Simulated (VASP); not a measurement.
These are PBEsol GGA, VASP's PBE PAW potentials (set 64) (plane waves; VASP) values and carry that method's errors.

The input files of a VASP run:

### POSCAR
```
Cu3Au(111) slab
1
    5.2554296257     0.0000000000     0.0000000000
   -2.6277143174     4.5513351772     0.0000000000
    0.0000000000     0.0000000000    25.5922002748
Cu Au
15 5
Direct
  0.8333330000   0.1666670000   0.3323300000
  0.8333330000   0.6666670000   0.3323300000
  0.3333330000   0.1666670000   0.3323300000
  0.1666670000   0.8333330000   0.4161650000
  0.1666670000   0.3333330000   0.4161650000
  0.6666670000   0.8333330000   0.4161650000
  0.5000000000   0.5000000000   0.5000000000
  0.5000000000   0.0000000000   0.5000000000
  0.0000000000   0.5000000000   0.5000000000
  0.8333330000   0.1666670000   0.5838350000
  0.8333330000   0.6666670000   0.5838350000
  0.3333330000   0.1666670000   0.5838350000
  0.1666670000   0.8333330000   0.6676700000
  0.1666670000   0.3333330000   0.6676700000
  0.6666670000   0.8333330000   0.6676700000
  0.3333330000   0.6666670000   0.3323300000
  0.6666670000   0.3333330000   0.4161650000
  0.0000000000   0.0000000000   0.5000000000
  0.3333330000   0.6666670000   0.5838350000
  0.6666670000   0.3333330000   0.6676700000
```

KPOINTS:
```
Automatic
0
gamma
 6 6 1
0 0 0
```

**INCAR**
```
IBRION = 2
NELMIN = 4
LCHARG = .False.
LASPH = .True.   ! aspherical one-centre terms
IDIPOL = 3
EDIFFG = -0.03
LDIPOL = .True.
ENCUT = 400
LMAXMIX = 6   ! l cut-off of mixed one-centre charges
ALGO = Normal   ! blocked Davidson
EDIFF = 1E-5
LWAVE = .True.
SYSTEM = Cu3Au(111) slab
LREAL = Auto
NSW = 50   ! most ionic steps
NELM = 100
ISMEAR = 1
ISIF = 2   ! forces and stress, cell fixed
GGA = PS
PREC = Normal
SIGMA = 0.1   ! width (eV)
DIPOL = 0.5 0.5 0.5
```

POTCAR, in this order: Cu Au (PBE.64 set). Program: vasp_std.

The resulting files:

File OSZICAR:
```
...
DAV:  16    -0.809342661699E+02   -0.30419E-04   -0.60691E-04  2820   0.320E-01    0.562E-02
DAV:  17    -0.809343943756E+02   -0.12821E-03   -0.20746E-04  2304   0.167E-01    0.234E-02
DAV:  18    -0.809345403336E+02   -0.14596E-03   -0.42187E-05  1708   0.935E-02    0.127E-02
DAV:  19    -0.809347790088E+02   -0.23868E-03   -0.71162E-05  1940   0.615E-02    0.117E-02
DAV:  20    -0.809348520056E+02   -0.72997E-04   -0.10987E-05  1248   0.222E-02    0.990E-03
DAV:  21    -0.809349382123E+02   -0.86207E-04   -0.37754E-05  1484   0.452E-02    0.829E-03
DAV:  22    -0.809349551885E+02   -0.16976E-04   -0.71190E-06  1228   0.253E-02    0.168E-03
DAV:  23    -0.809349729016E+02   -0.17713E-04   -0.37791E-06  1184   0.712E-03    0.204E-03
DAV:  24    -0.809349806770E+02   -0.77754E-05   -0.51673E-07  1168   0.589E-03
   1 F= -.80934981E+02 E0= -.80932124E+02  d E =-.809350E+02
       N       E                     dE             d eps       ncg     rms          rms(c)
DAV:   1    -0.809404329200E+02   -0.54600E-02   -0.97049E+00  1912   0.851E+00    0.315E-01
DAV:   2    -0.809651707210E+02   -0.24738E-01   -0.26341E-01  2856   0.354E+00    0.402E-01
DAV:   3    -0.809638910745E+02    0.12796E-02   -0.13748E-02  2156   0.223E+00    0.211E-01
DAV:   4    -0.809637322847E+02    0.15879E-03   -0.27324E-03  2480   0.911E-01    0.168E-01
DAV:   5    -0.809634714619E+02    0.26082E-03   -0.10033E-03  2436   0.581E-01    0.105E-01
DAV:   6    -0.809633928988E+02    0.78563E-04   -0.99710E-04  3052   0.584E-01    0.588E-02
DAV:   7    -0.809633556066E+02    0.37292E-04   -0.31183E-04  2120   0.436E-01    0.177E-02
DAV:   8    -0.809633600805E+02   -0.44739E-05   -0.11493E-04  1848   0.105E-01    0.176E-02
DAV:   9    -0.809633561069E+02    0.39735E-05   -0.19942E-05  1152   0.621E-02
   2 F= -.80963356E+02 E0= -.80960713E+02  d E =-.283754E-01
       N       E                     dE             d eps       ncg     rms          rms(c)
DAV:   1    -0.808330527367E+02    0.13031E+00   -0.56052E+01  1904   0.208E+01    0.801E-01
DAV:   2    -0.809948848007E+02   -0.16183E+00   -0.17265E+00  2832   0.877E+00    0.957E-01
DAV:   3    -0.809858697064E+02    0.90151E-02   -0.68403E-02  2164   0.576E+00    0.501E-01
DAV:   4    -0.809850555335E+02    0.81417E-03   -0.17700E-02  2528   0.217E+00    0.407E-01
DAV:   5    -0.809834957782E+02    0.15598E-02   -0.67188E-03  2416   0.134E+00    0.266E-01
DAV:   6    -0.809828518375E+02    0.64394E-03   -0.63785E-03  2944   0.142E+00    0.136E-01
DAV:   7    -0.809826824477E+02    0.16939E-03   -0.19025E-03  2216   0.106E+00    0.450E-02
DAV:   8    -0.809826997745E+02   -0.17327E-04   -0.57885E-04  2272   0.233E-01    0.366E-02
DAV:   9    -0.809826762841E+02    0.23490E-04   -0.11937E-04  2352   0.109E-01    0.803E-03
DAV:  10    -0.809826764981E+02   -0.21399E-06   -0.10369E-05  1080   0.269E-02
   3 F= -.80982676E+02 E0= -.80980445E+02  d E =-.476958E-01
       N       E                     dE             d eps       ncg     rms          rms(c)
DAV:   1    -0.809783331718E+02    0.43431E-02   -0.27598E+00  1904   0.452E+00    0.140E-01
DAV:   2    -0.809846725485E+02   -0.63394E-02   -0.65857E-02  2824   0.151E+00    0.151E-01
DAV:   3    -0.809845228370E+02    0.14971E-03   -0.21898E-03  2308   0.821E-01    0.952E-02
DAV:   4    -0.809844714304E+02    0.51407E-04   -0.40576E-04  2460   0.450E-01    0.799E-02
DAV:   5    -0.809844077076E+02    0.63723E-04   -0.21892E-04  3096   0.296E-01    0.435E-02
DAV:   6    -0.809843847079E+02    0.23000E-04   -0.16614E-04  2848   0.181E-01    0.160E-02
DAV:   7    -0.809843829300E+02    0.17780E-05   -0.36550E-05  1624   0.126E-01
   4 F= -.80984383E+02 E0= -.80982072E+02  d E =-.494023E-01
       N       E                     dE             d eps       ncg     rms          rms(c)
DAV:   1    -0.809834101659E+02    0.97454E-03   -0.45516E+00  1924   0.602E+00    0.221E-01
DAV:   2    -0.809921536672E+02   -0.87435E-02   -0.92680E-02  2792   0.227E+00    0.256E-01
DAV:   3    -0.809917406439E+02    0.41302E-03   -0.75430E-03  2048   0.180E+00    0.137E-01
DAV:   4    -0.809916469271E+02    0.93717E-04   -0.13509E-03  2324   0.663E-01    0.102E-01
DAV:   5    -0.809915690140E+02    0.77913E-04   -0.65299E-04  2492   0.290E-01    0.433E-02
DAV:   6    -0.809915675622E+02    0.14518E-05   -0.21336E-04  2696   0.187E-01    0.169E-02
DAV:   7    -0.809915644526E+02    0.31096E-05   -0.37339E-05  1728   0.154E-01
   5 F= -.80991564E+02 E0= -.80989315E+02  d E =-.718152E-02
       N       E                     dE             d eps       ncg     rms          rms(c)
DAV:   1    -0.809842362869E+02    0.73313E-02   -0.50994E+00  1924   0.638E+00    0.235E-01
DAV:   2    -0.809941833791E+02   -0.99471E-02   -0.10526E-01  2808   0.238E+00    0.268E-01
DAV:   3    -0.809937376894E+02    0.44569E-03   -0.82808E-03  2044   0.190E+00    0.146E-01
DAV:   4    -0.809936282357E+02    0.10945E-03   -0.15050E-03  2356   0.712E-01    0.108E-01
DAV:   5    -0.809935417814E+02    0.86454E-04   -0.71220E-04  2532   0.309E-01    0.472E-02
DAV:   6    -0.809935400959E+02    0.16856E-05   -0.25832E-04  2648   0.240E-01    0.220E-02
DAV:   7    -0.809935344987E+02    0.55971E-05   -0.56745E-05  1828   0.193E-01
   6 F= -.80993534E+02 E0= -.80991285E+02  d E =-.915157E-02
       N       E                     dE             d eps       ncg     rms          rms(c)
DAV:   1    -0.809934332970E+02    0.10680E-03   -0.10816E-01  1924   0.927E-01    0.283E-02
DAV:   2    -0.809936207201E+02   -0.18742E-03   -0.19568E-03  2720   0.327E-01    0.356E-02
DAV:   3    -0.809936132235E+02    0.74966E-05   -0.11930E-04  1948   0.217E-01    0.194E-02
DAV:   4    -0.809936109710E+02    0.22525E-05   -0.18062E-05  1064   0.703E-02
   7 F= -.80993611E+02 E0= -.80991371E+02  d E =-.922804E-02
       N       E                     dE             d eps       ncg     rms          rms(c)
DAV:   1    -0.809936707224E+02   -0.57499E-04   -0.72272E-01  1924   0.242E+00    0.698E-02
DAV:   2    -0.809949422336E+02   -0.12715E-02   -0.13249E-02  2724   0.636E-01    0.668E-02
DAV:   3    -0.809948954470E+02    0.46787E-04   -0.28929E-04  2008   0.246E-01    0.476E-02
DAV:   4    -0.809948849088E+02    0.10538E-04   -0.79385E-05  1880   0.213E-01    0.391E-02
DAV:   5    -0.809948761540E+02    0.87548E-05   -0.75481E-05  2144   0.196E-01
   8 F= -.80994876E+02 E0= -.80992758E+02  d E =-.126518E-02
       N       E                     dE             d eps       ncg     rms          rms(c)
DAV:   1    -0.809890786344E+02    0.58063E-02   -0.40315E+00  1924   0.573E+00    0.176E-01
DAV:   2    -0.809965069035E+02   -0.74283E-02   -0.77789E-02  2752   0.161E+00    0.179E-01
DAV:   3    -0.809961584365E+02    0.34847E-03   -0.22175E-03  2000   0.790E-01    0.115E-01
DAV:   4    -0.809960897309E+02    0.68706E-04   -0.63425E-04  2092   0.569E-01    0.960E-02
DAV:   5    -0.809960268218E+02    0.62909E-04   -0.39901E-04  3000   0.415E-01    0.448E-02
DAV:   6    -0.809960321368E+02   -0.53150E-05   -0.20576E-04  3112   0.235E-01    0.168E-02
DAV:   7    -0.809960300195E+02    0.21173E-05   -0.49723E-05  1748   0.126E-01
   9 F= -.80996030E+02 E0= -.80994114E+02  d E =-.241905E-02
       N       E                     dE             d eps       ncg     rms          rms(c)
DAV:   1    -0.809939941996E+02    0.20379E-02   -0.84044E-01  1868   0.241E+00    0.881E-02
DAV:   2    -0.809966690967E+02   -0.26749E-02   -0.27219E-02  2732   0.872E-01    0.730E-02
DAV:   3    -0.809966505177E+02    0.18579E-04   -0.70050E-04  2212   0.417E-01    0.556E-02
DAV:   4    -0.809966293904E+02    0.21127E-04   -0.14267E-04  2064   0.284E-01    0.450E-02
DAV:   5    -0.809966148838E+02    0.14507E-04   -0.16893E-04  2720   0.151E-01    0.218E-02
DAV:   6    -0.809966112939E+02    0.35899E-05   -0.38745E-05  1792   0.197E-01
  10 F= -.80996611E+02 E0= -.80994730E+02  d E =-.581274E-03
```

**OUTCAR**
```
------------------------ aborting loop because EDIFF is reached ----------------------------------------
  FORCE on cell =-STRESS in cart. coord.  units (eV):
  Direction    XX          YY          ZZ          XY          YZ          ZX
  --------------------------------------------------------------------------------------
  Total       -7.4542462     -7.4542449     -1.2294999     -0.0000008      0.0000000     -0.0000000
  in kB      -19.5101066    -19.5101033     -3.2179879     -0.0000021      0.0000000     -0.0000000
  external PRESSURE =     -14.0793993 kB  Pullay stress =       0.0000000 kB
  volume of cell :      612.15
      direct lattice vectors                 reciprocal lattice vectors
     5.255429626  0.000000000  0.000000000     0.190279401  0.109857852  0.000000000
    -2.627714317  4.551335177  0.000000000     0.000000000  0.219715745  0.000000000
     0.000000000  0.000000000 25.592200275     0.000000000  0.000000000  0.039074405
 POSITION                                       TOTAL-FORCE (eV/Angst)
 -----------------------------------------------------------------------------------
      3.97679      0.73822      8.55052         0.004600     -0.002656      0.010271
      2.62771      3.07489      8.55052         0.000000      0.005312      0.010271
      1.27864      0.73822      8.55052        -0.004600     -0.002656      0.010271
     -1.31030      3.79073     10.65621        -0.009954      0.005747     -0.003570
      0.00000      1.52122     10.65621        -0.000000     -0.011494     -0.003570
      1.31030      3.79073     10.65621         0.009954      0.005747     -0.003570
      1.31386      2.27567     12.79610         0.000000     -0.000000      0.000000
      2.62771      0.00000     12.79610         0.000000     -0.000000      0.000000
     -1.31386      2.27567     12.79610         0.000000     -0.000000      0.000000
      3.93801      0.76061     14.93599         0.009954     -0.005747      0.003570
      2.62771      3.03012     14.93599         0.000000      0.011494      0.003570
      1.31741      0.76061     14.93599        -0.009954     -0.005747      0.003570
     -1.34907      3.81311     17.04168        -0.004600      0.002656     -0.010271
      0.00000      1.47644     17.04168        -0.000000     -0.005312     -0.010271
      1.34908      3.81311     17.04168         0.004600      0.002656     -0.010271
     -0.00000      3.03422      8.46955         0.000000     -0.000000      0.021696
      2.62772      1.51711     10.67322         0.000000     -0.000000     -0.002842
     -0.00000      0.00000     12.79610         0.000000     -0.000000      0.000000
     -0.00000      3.03422     14.91898         0.000000     -0.000000      0.002842
      2.62772      1.51711     17.12265         0.000000     -0.000000     -0.021696
 -----------------------------------------------------------------------------------
    total drift:                               -0.000000      0.000000      0.000000
  FREE ENERGIE OF THE ION-ELECTRON SYSTEM (eV)
  ---------------------------------------------------
  free  energy   TOTEN  =       -80.9966112939 eV

  energy  without entropy=      -80.9909673031  energy(sigma->0) =      -80.99472996

 reached required accuracy - stopping structural energy minimisation
```
(Selected blocks of OUTCAR.)

**CONTCAR**
```
Cu3Au(111) slab
   1.00000000000000
     5.2554296256999997    0.0000000000000000    0.0000000000000000
    -2.6277143174000002    4.5513351772000004    0.0000000000000000
     0.0000000000000000    0.0000000000000000   25.5922002747999997
  Cu              Au
    15     5
Direct
     0.8378005903855898    0.1621994096144101    0.3341063137588178
     0.8378005903855898    0.6756021807711700    0.3341063137588177
     0.3243978192288299    0.1621994096144101    0.3341063137588177
     0.1671180290075502    0.8328819709924498    0.4163849756834279
     0.1671180290075502    0.3342350580151101    0.4163849756834279
     0.6657649419848897    0.8328819709924498    0.4163849756834279
     0.5000000000000000    0.5000000000000000    0.5000000000000000
     0.5000000000000000    0.0000000000000000    0.5000000000000000
     0.0000000000000000    0.5000000000000000    0.5000000000000000
     0.8328819709924498    0.1671180290075502    0.5836150243165722
     0.8328819709924498    0.6657649419848897    0.5836150243165722
     0.3342350580151101    0.1671180290075502    0.5836150243165722
     0.1621994096144101    0.8378005903855898    0.6658936862411821
     0.1621994096144101    0.3243978192288299    0.6658936862411821
     0.6756021807711700    0.8378005903855898    0.6658936862411821
     0.3333330000000032    0.6666669999999968    0.3309426281098127
     0.6666669999999968    0.3333330000000032    0.4170498251003909
     0.0000000000000000    0.0000000000000000    0.5000000000000000
     0.3333330000000032    0.6666669999999968    0.5829501748996091
     0.6666669999999968    0.3333330000000032    0.6690573718901873
```

The cell is a thin slab with vacuum, built from Cu3Au (L1_2): (111) face.
